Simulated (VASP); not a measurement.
An input for Ansatz (written as the equivalent of a VASP run, and not itself run):

Ansatz 0.2 input:
```yaml
crystal:
  lattice:
    - [2.7941199, 0.0000000, 0.0000000]
    - [0.0000000, 2.7941199, 0.0000000]
    - [0.0000000, 0.0000000, 2.7941199]
  atoms:
    - { symbol: Co, position: [0.0000000, 0.0000000, 0.0000000], spin: 1.7 }
    - { symbol: Fe, position: [0.5000000, 0.5000000, 0.5000000], spin: 2.7 }
kpoints:
  mp_grid: { grid: [12, 12, 12] }
hamiltonian:
  xc: pbesol
  pseudopotentials: { kind: paw }
magnetization: { spin_polarized: true }
scf:
  occupations: { method: methfessel_paxton, width: 0.1 }
  max_iter: 100
relax:
  max_steps: 60
  f_tol: 0.01
  cell: {}
output: { forces: true, stress: true, eigenvalues: true }
```

Problem. Translate this input to VASP (INCAR, KPOINTS, POSCAR, choice of POTCAR).

Solution. Several could match; the one computed here: 
**INCAR**
```
! general
SYSTEM  = FeCo
PREC    = Accurate
ENCUT   = 400   ! plane-wave cut-off (eV)
LREAL   = F   ! projection in real space or not
LASPH   = T   ! aspherical one-centre terms

! electronic loop
EDIFF   = 1E-6   ! SCF stop (eV)
NELM    = 100   ! most electronic steps
ALGO    = Normal   ! blocked Davidson
LMAXMIX = 4

! smearing
ISMEAR  = 1
SIGMA   = 0.1   ! width (eV)

! functional
GGA     = PS

! spin
ISPIN   = 2   ! spin-polarised
MAGMOM  = 1.7 2.7

! ions
IBRION  = 2
NSW     = 60
ISIF    = 3   ! ions, shape and volume
EDIFFG  = -0.01   ! ionic stop

! output
LWAVE   = F
LCHARG  = F
LORBIT  = 10
```

File KPOINTS:
```
Automatic
0
gamma
12 12 12
```

**POSCAR**
```
FeCo
1.0
  2.7941199080   0.0000000000   0.0000000000
  0.0000000000   2.7941199080   0.0000000000
  0.0000000000   0.0000000000   2.7941199080
Co Fe
1 1
Direct
  0.0000000000   0.0000000000   0.0000000000
  0.5000000000   0.5000000000   0.5000000000
```

POTCAR, in this order: Co Fe (PBE.64 set). Program: vasp_std.

Limits of the translation: each code has its own PAW files, so the cut-off isn't converted (ENCUT is set for VASP's; basis.ecutwfc is left out, and Ansatz then takes the one that its files recommend); Ansatz stops its SCF on the density residual and VASP on the energy change (EDIFF).

The structure comes from a measured FeCo entry (Pm-3m) of the Crystallography Open Database, whose conditions weren't checked. This run relaxes it. Symmetry was kept, so distortions that lower it aren't found. The start is the result of an earlier pass.
